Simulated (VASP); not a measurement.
# ZnCu2SnSe4: which input changes matter

Which changes to a sound input spoil a run on ZnCu2SnSe4, which are harmless, and which give a warning? All runs use PBE. The start is a computed cell from the Materials Project.

Method: PBE, no spin polarisation; plane waves and PAW (Zn, Cu, Sn_d, Se), in VASP 6.6.1.

**1. Starting point**

It takes space group I-4 (No. 82, tetragonal). Conventional cell: a = 5.771 Å, b = 5.771 Å, c = 11.480 Å, α = 90.00°, β = 90.00°, γ = 90.00°. Nearest to Zn lie 4 Se at 2.49 Å. Cu has 4 Se at 2.44 Å nearest. Nearest to Cu lie 4 Se at 2.44 Å. Nearest to Sn lie 4 Se at 2.62 Å. Nearest to Se lie 2 Cu at 2.44 Å and 1 Zn at 2.49 Å and 1 Sn at 2.62 Å. Farther neighbours and most contacts between anions are not listed.

**2. Reference run**

A single point gives energy, forces and stress at these settings. PBE, the usual starting point, adds the gradient of the density.

INCAR reads:

```
SYSTEM = ZnCu2SnSe4
PREC = Accurate
ENCUT = 400
EDIFF = 1E-06
NELM = 100
ISMEAR = -1
SIGMA = 0.05
LREAL = .FALSE.
ALGO = Normal
GGA = PE
NBANDS = 44
LASPH = .TRUE.
LORBIT = 11
LWAVE = .FALSE.
LCHARG = .FALSE.
KPAR = 8
ISIF = 2
```

POSCAR reads:

```
ZnCu2SnSe4
1.0
   -2.8856370000      2.8856370000      5.7398310000
    2.8856370000     -2.8856370000      5.7398310000
    2.8856370000      2.8856370000     -5.7398310000
Zn Cu Sn Se
1 2 1 4
Direct
    0.7500000000      0.2500000000      0.5000000000
    0.2500000000      0.7500000000      0.5000000000
    0.0000000000      0.0000000000      0.0000000000
    0.5000000000      0.5000000000      0.0000000000
    0.6297540000      0.6365340000      0.5262470000
    0.1102870000      0.1035070000      0.4737530000
    0.8964930000      0.3702460000      0.0067800000
    0.3634660000      0.8897130000      0.9932200000
```

KPOINTS reads:

```
Automatic mesh
0
Gamma
5 5 5
0 0 0
```

The projector-augmented-wave data sets are Zn, Cu, Sn_d and Se (PBE family, release 64).

The run is started by

```
$ mpirun -np 8 vasp_std
```

What it wrote:

```text
[banner, memory and clock lines left out]
running    8 mpi-ranks, on    1 nodes
 distrk:  each k-point on    1 cores,    8 groups
 distr:  one band on    1 cores,    1 groups

 POSCAR found type information on POSCAR ZnCuSnSe
 POSCAR found :  4 types and       8 ions
|                                                                             |
|           W    W    AA    RRRRR   N    N  II  N    N   GGGG   !!!           |
|           W    W   A  A   R    R  NN   N  II  NN   N  G    G  !!!           |
|           W    W  A    A  R    R  N N  N  II  N N  N  G       !!!           |
|           W WW W  AAAAAA  RRRRR   N  N N  II  N  N N  G  GGG   !            |
|           WW  WW  A    A  R   R   N   NN  II  N   NN  G    G                |
|           W    W  A    A  R    R  N    N  II  N    N   GGGG   !!!           |
|                                                                             |
|     For optimal performance we recommend to set                             |
|       NCORE = 2 up to number-of-cores-per-socket                            |
|     NCORE specifies how many cores store one orbital (NPAR=cpu/NCORE).      |
|     This setting can greatly improve the performance of VASP for DFT.       |
|     The default, NCORE=1 might be grossly inefficient on modern             |
|     multi-core architectures or massively parallel machines. Do your        |
|     Unfortunately you need to use the default for GW and RPA                |
|     calculations (for HF NCORE is supported but not extensively tested      |
|     yet).                                                                   |
|                                                                             |

 LDA part: xc-table for (Slater+PW92), standard interpolation
 POSCAR, INCAR and KPOINTS ok, starting setup
 FFT: planning ... GRIDC
 FFT: planning ... GRID_SOFT
 FFT: planning ... GRID
 WAVECAR not read
 entering main loop
       N       E                     dE             d eps       ncg     rms          rms(c)
DAV:   1     0.638906694865E+03    0.63891E+03   -0.27008E+04  1852   0.163E+03
DAV:   2     0.717504319481E+02   -0.56716E+03   -0.55194E+03  1852   0.436E+02
DAV:   3    -0.246885519101E+02   -0.96439E+02   -0.94319E+02  2336   0.186E+02
DAV:   4    -0.311053797759E+02   -0.64168E+01   -0.63264E+01  2356   0.483E+01
DAV:   5    -0.313821168526E+02   -0.27674E+00   -0.27619E+00  2564   0.109E+01    0.122E+01
DAV:   6    -0.316186907723E+02   -0.23657E+00   -0.33454E+01  2832   0.911E+01    0.972E+00
DAV:   7    -0.295108205479E+02    0.21079E+01   -0.81882E+00  2412   0.687E+01    0.468E+00
DAV:   8    -0.297004717263E+02   -0.18965E+00   -0.40554E+00  2948   0.254E+01    0.330E+00
DAV:   9    -0.295929853306E+02    0.10749E+00   -0.12311E+00  2548   0.190E+01    0.748E-01
DAV:  10    -0.295878726693E+02    0.51127E-02   -0.93502E-02  2684   0.635E+00    0.234E-01
DAV:  11    -0.295888967011E+02   -0.10240E-02   -0.14679E-02  2832   0.240E+00    0.201E-01
DAV:  12    -0.295893068480E+02   -0.41015E-03   -0.36234E-03  2784   0.116E+00    0.665E-02
DAV:  13    -0.295893254042E+02   -0.18556E-04   -0.75092E-04  2872   0.422E-01    0.161E-02
DAV:  14    -0.295893377862E+02   -0.12382E-04   -0.76069E-05  2372   0.531E-02    0.116E-02
DAV:  15    -0.295893461111E+02   -0.83249E-05   -0.15164E-05  2400   0.414E-02    0.444E-03
DAV:  16    -0.295893469897E+02   -0.87867E-06   -0.17572E-06  1640   0.122E-02
   1 F= -.29589347E+02 E0= -.29588018E+02  d E =-.265887E-02
```

It took 35 s on 8 MPI ranks of Intel Xeon Platinum 8124M at 3.00GHz (Skylake/Cascade Lake), shared host; peak memory 3.2 GiB.

The logs omit lines about the potential files and the build; timing stands in the text.

OUTCAR, selected parts (step 2):

```text
ion  position               nearest neighbor table
   1  0.750  0.250  0.500-   7 2.49   5 2.49   6 2.49   8 2.49
   2  0.250  0.750  0.500-   5 2.44   6 2.44   8 2.44   7 2.44
   3  0.000  0.000  0.000-   5 2.44   6 2.44   7 2.44   8 2.44
   4  0.500  0.500  0.000-   5 2.62   8 2.62   7 2.62   6 2.62
   5  0.630  0.637  0.526-   2 2.44   3 2.44   1 2.49   4 2.62
   6  0.110  0.104  0.474-   2 2.44   3 2.44   1 2.49   4 2.62
   7  0.896  0.370  0.007-   2 2.44   3 2.44   1 2.49   4 2.62
   8  0.363  0.890  0.993-   2 2.44   3 2.44   1 2.49   4 2.62

  LATTYP: Found a body centered tetragonal cell.
 ALAT       =     5.7712740000
 C/A-ratio  =     1.9891036191

 Subroutine GETGRP returns: Found  4 space group operations
 (whereof  4 operations were pure point group operations)

The static configuration has the point symmetry S_4 .

 Found     21 irreducible k-points:

   k-points           NKPTS =     21   k-points in BZ     NKDIM =     21   number of bands    NBANDS=     44

   dimension x,y,z NGX =    48 NGY =   48 NGZ =   48
   dimension x,y,z NGXF=    96 NGYF=   96 NGZF=   96

   ENCUT  =  400.0 eV  29.40 Ry    5.42 a.u.  11.48 11.48 11.48*2*pi/ulx,y,z

   NELECT =      72.0000    total number of electrons

 k-points in reciprocal lattice and weights: Automatic mesh
   0.00000000  0.00000000  0.00000000       0.008
   0.20000000 -0.00000000  0.00000000       0.064
   0.40000000  0.00000000 -0.00000000       0.064
   0.20000000  0.20000000  0.00000000       0.064
   0.40000000  0.20000000  0.00000000       0.064
  -0.40000000 -0.20000000 -0.40000000       0.064
  -0.40000000  0.20000000  0.00000000       0.064
   0.40000000 -0.20000000 -0.20000000       0.064
  -0.20000000  0.20000000  0.00000000       0.032
[...]
-0.40000000  0.40000000  0.40000000       0.032
  -0.40000000 -0.40000000  0.40000000       0.016

 average (electrostatic) potential at core
       1 -35.8670       2 -66.8249       3 -66.8572       4-104.1651       5 -54.9919
       6 -54.9919       7 -54.9919       8 -54.9919

 E-fermi :   3.6562

 k-point     1 :       0.0000    0.0000    0.0000
  band No.  band energies     occupation
    ...
     33       2.1320      2.00000
     34       3.3306      1.99703
     35       3.5753      1.66856
     36       3.5753      1.66856
     37       3.6237      1.31405
     38       5.3680      0.00000
     39       5.8784      0.00000
     40       7.0055      0.00000
     41       7.0055      0.00000
     42       8.0414      0.00000
    ...

 k-point     2 :       0.2000   -0.0000    0.0000
  band No.  band energies     occupation
    ...
     32       2.1017      2.00000
     33       2.2371      2.00000
     34       2.6302      2.00000
     35       3.2563      1.99933
     36       3.4642      1.95787
     37       4.3846      0.00000
     38       5.9114      0.00000
     39       6.1684      0.00000
     40       6.7138      0.00000
     41       6.8096      0.00000
    ...

 k-point     3 :       0.4000    0.0000   -0.0000
  band No.  band energies     occupation
    ...
     32       2.1849      2.00000
     33       2.3659      2.00000
     34       2.5042      2.00000
     35       2.6872      2.00000
     36       3.1511      1.99992
     37       4.8178      0.00000
     38       6.3017      0.00000
     39       6.4500      0.00000
     40       7.1282      0.00000
     41       7.2691      0.00000
    ...

  Total        0.0690081      0.0690081      0.2154767     -0.0000001      0.0000000      0.0000000
  in kB        0.5783201      0.5783201      1.8057952     -0.0000004      0.0000000      0.0000000
  external PRESSURE =       0.9874785 kB  Pullay stress =       0.0000000 kB

  energy-cutoff  :      400.00
  volume of cell :      191.18
      direct lattice vectors                 reciprocal lattice vectors
    -2.885637000  2.885637000  5.739831000     0.000000000  0.173271967  0.087110579
     2.885637000 -2.885637000  5.739831000     0.173271967  0.000000000  0.087110579
     2.885637000  2.885637000 -5.739831000     0.173271967  0.173271967  0.000000000

 POSITION                                       TOTAL-FORCE (eV/Angst)
 -----------------------------------------------------------------------------------
     -0.00000      2.88564      2.86992        -0.000000      0.000000      0.000000
      2.88564     -0.00000      2.86992        -0.000000      0.000000      0.000000
      0.00000      0.00000      0.00000        -0.000000      0.000000      0.000000
      0.00000      0.00000      5.73983        -0.000000      0.000000      0.000000
      1.53812      1.49899      4.24771         0.091636     -0.011909     -0.024365
      1.34751      1.38664     -1.49212        -0.091636      0.011909     -0.024365
     -1.49899      1.53812      7.23195         0.011909      0.091636      0.024365
      4.38463      1.34751      1.49212        -0.011909     -0.091636      0.024365
 -----------------------------------------------------------------------------------
    total drift:                                0.000048      0.000048      0.000045

  FREE ENERGIE OF THE ION-ELECTRON SYSTEM (eV)
  ---------------------------------------------------
  free  energy   TOTEN  =       -29.5893469897 eV

  energy  without entropy=      -29.5866881198  energy(sigma->0) =      -29.58801755

 total charge
# of ion       s       p       d       tot
------------------------------------------
    1        0.539   0.417   9.778  10.735
    2        0.361   0.319   9.261   9.940
    3        0.362   0.316   9.260   9.938
    4        1.158   1.009  10.042  12.210
    5        1.453   2.348   0.042   3.843
    6        1.453   2.348   0.042   3.843
    7        1.453   2.348   0.042   3.843
    8        1.453   2.348   0.042   3.843
--------------------------------------------------
tot          8.232  11.453  38.510  58.196

[... 3 further parts left out ...]
```

This run has no spin polarisation, although Cu can carry a moment. The k-mesh is coarse for a metal.

This step gave:

```
SCF cycles                             : 16
electrons                              : 72
bands                                  : 44
irreducible k-points                   : 21
symmetry operations                    : 4
free energy (TOTEN)                    : -29.59 eV
energy at zero smearing                : -29.59 eV
Fermi energy                           : 3.656 eV
pressure                               : 0.09875 GPa
metallic, judged on the points sampled : yes
```

Force by atom:

```csv
atom,x (eV/Å),y (eV/Å),z (eV/Å),size
Zn1,0.0000,0.0000,0.0000,0.0000
Cu2,0.0000,0.0000,0.0000,0.0000
Cu3,0.0000,0.0000,0.0000,0.0000
Sn4,0.0000,0.0000,0.0000,0.0000
Se5,0.0916,-0.0119,-0.0244,0.0956
Se6,-0.0916,0.0119,-0.0244,0.0956
Se7,0.0119,0.0916,0.0244,0.0956
Se8,-0.0119,-0.0916,0.0244,0.0956
```

The pressure is 0.10 GPa and the largest force 0.096 eV/Å, so the cell is not at a minimum at these settings.

**3. Total energy, forces and stress (PBE) with a changed input**

A single point gives energy, forces and stress at these settings. Some settings are moved from the usual, to see what they do.

INCAR, as its differences from that of step 2:

```diff
@@ -10,3 +10,3 @@
 GGA = PE
-NBANDS = 44
+NBANDS = 48
 LASPH = .TRUE.
@@ -17 +17,2 @@
 ISIF = 2
+ISYM = 1
```

POSCAR is that of step 2.

KPOINTS is that of step 2.

The run is started by

```
$ mpirun -np 8 vasp_std
```

What it wrote:

```text
[banner, memory and clock lines left out]
running    8 mpi-ranks, on    1 nodes
 distrk:  each k-point on    1 cores,    8 groups
 distr:  one band on    1 cores,    1 groups

 POSCAR found type information on POSCAR ZnCuSnSe
 POSCAR found :  4 types and       8 ions
 [... a notice as in an earlier step ...]

 LDA part: xc-table for (Slater+PW92), standard interpolation
 POSCAR, INCAR and KPOINTS ok, starting setup
 FFT: planning ... GRIDC
 FFT: planning ... GRID_SOFT
 FFT: planning ... GRID
 WAVECAR not read
 entering main loop
       N       E                     dE             d eps       ncg     rms          rms(c)
DAV:   1     0.631767579353E+03    0.63177E+03   -0.26728E+04  2032   0.149E+03
DAV:   2     0.687124077520E+02   -0.56306E+03   -0.53847E+03  2024   0.417E+02
DAV:   3    -0.253059726019E+02   -0.94018E+02   -0.91546E+02  2496   0.172E+02
DAV:   4    -0.311269297621E+02   -0.58210E+01   -0.57667E+01  2504   0.437E+01
DAV:   5    -0.313814504683E+02   -0.25452E+00   -0.25435E+00  2712   0.101E+01    0.122E+01
DAV:   6    -0.316381818772E+02   -0.25673E+00   -0.29235E+01  3048   0.834E+01    0.970E+00
DAV:   7    -0.295441246339E+02    0.20941E+01   -0.76122E+00  2736   0.632E+01    0.457E+00
DAV:   8    -0.296795132890E+02   -0.13539E+00   -0.30281E+00  3272   0.218E+01    0.307E+00
DAV:   9    -0.295957948754E+02    0.83718E-01   -0.97623E-01  2824   0.165E+01    0.785E-01
DAV:  10    -0.295878662596E+02    0.79286E-02   -0.78109E-02  2920   0.550E+00    0.197E-01
DAV:  11    -0.295889185590E+02   -0.10523E-02   -0.11355E-02  3192   0.185E+00    0.185E-01
DAV:  12    -0.295893206720E+02   -0.40211E-03   -0.20241E-03  3128   0.917E-01    0.590E-02
DAV:  13    -0.295893323512E+02   -0.11679E-04   -0.62141E-04  3136   0.401E-01    0.206E-02
DAV:  14    -0.295893388963E+02   -0.65451E-05   -0.74193E-05  2888   0.955E-02    0.126E-02
DAV:  15    -0.295893458386E+02   -0.69423E-05   -0.19797E-05  2768   0.440E-02    0.586E-03
DAV:  16    -0.295893469988E+02   -0.11602E-05   -0.20648E-06  1896   0.197E-02    0.202E-03
DAV:  17    -0.295893469894E+02    0.93632E-08   -0.10704E-06  1648   0.105E-02
   1 F= -.29589347E+02 E0= -.29588018E+02  d E =-.265881E-02
```

It took 39 s on 8 MPI ranks; peak memory 3.4 GiB.

From OUTCAR (step 3):

```text
The static configuration has the point symmetry S_4 .

 Found     21 irreducible k-points:

   k-points           NKPTS =     21   k-points in BZ     NKDIM =     21   number of bands    NBANDS=     48

   NELECT =      72.0000    total number of electrons

 E-fermi :   3.6561

 k-point     1 :       0.0000    0.0000    0.0000
  band No.  band energies     occupation
    ...
     33       2.1319      2.00000
     34       3.3306      1.99703
     35       3.5753      1.66856
     36       3.5753      1.66855
     37       3.6236      1.31406
     38       5.3681      0.00000
     39       5.8785      0.00000
     40       7.0055      0.00000
     41       7.0055      0.00000
     42       8.0414      0.00000
    ...

 k-point     2 :       0.2000   -0.0000    0.0000
  band No.  band energies     occupation
    ...
     32       2.1017      2.00000
     33       2.2370      2.00000
     34       2.6302      2.00000
     35       3.2563      1.99933
     36       3.4642      1.95787
     37       4.3846      0.00000
     38       5.9116      0.00000
     39       6.1685      0.00000
     40       6.7139      0.00000
     41       6.8096      0.00000
    ...

  Total        0.0894815      0.0894815      0.2360051     -0.0000001      0.0000000      0.0000000
  in kB        0.7498966      0.7498966      1.9778324     -0.0000009      0.0000000      0.0000000
  external PRESSURE =       1.1592085 kB  Pullay stress =       0.0000000 kB

 POSITION                                       TOTAL-FORCE (eV/Angst)
 -----------------------------------------------------------------------------------
     -0.00000      2.88564      2.86992         0.000000     -0.000000      0.000000
      2.88564     -0.00000      2.86992         0.000000      0.000000      0.000000
      0.00000      0.00000      0.00000         0.000000     -0.000000      0.000000
      0.00000      0.00000      5.73983         0.000000      0.000000      0.000000
      1.53812      1.49899      4.24771         0.091670     -0.011816     -0.024551
      1.34751      1.38664     -1.49212        -0.091670      0.011816     -0.024551
     -1.49899      1.53812      7.23195         0.011816      0.091670      0.024551
      4.38463      1.34751      1.49212        -0.011816     -0.091670      0.024551
 -----------------------------------------------------------------------------------
    total drift:                                0.000048      0.000047      0.000044

  FREE ENERGIE OF THE ION-ELECTRON SYSTEM (eV)
  ---------------------------------------------------
  free  energy   TOTEN  =       -29.5893469894 eV

  energy  without entropy=      -29.5866881753  energy(sigma->0) =      -29.58801758

[... 8 parts as in an earlier step ...]

[... 5 further parts left out ...]
```

Empty bands beyond the smearing tail don't enter the ground state, so NBANDS mostly costs time.

Numbers from this step:

```
SCF cycles : 17
bands      : 48
pressure   : 0.1159 GPa
```

Force by atom:

```csv
atom,x (eV/Å),y (eV/Å),z (eV/Å),size
Zn1,0.0000,0.0000,0.0000,0.0000
Cu2,0.0000,0.0000,0.0000,0.0000
Cu3,0.0000,0.0000,0.0000,0.0000
Sn4,0.0000,0.0000,0.0000,0.0000
Se5,0.0917,-0.0118,-0.0246,0.0956
Se6,-0.0917,0.0118,-0.0246,0.0956
Se7,0.0118,0.0917,0.0246,0.0956
Se8,-0.0118,-0.0917,0.0246,0.0956
```

Against the reference run the energy at zero smearing moves by -0.00 meV an atom and the pressure by +0.02 GPa.

(Continued in part 2 of 3.)

[Lines on the potential files, build, host, timing and source positions are cut from VASP's logs without a mark.]

[Logs are printed without paths, hosts, clocks, repeated set-up lines and the standing remarks that a program may print on its own settings, such as how far it seeks lower states.]

[Hosts, paths, dates, database ids (printed as entryN), source tags and the programs' standing remarks are cut or masked in the printed files.]

[A measured line is paired with the nearest computed mode of its activity, which favours agreement.]

[In band tables of VASP the shares of atoms and orbitals are scaled to a sum of 1 inside the atoms' spheres.]
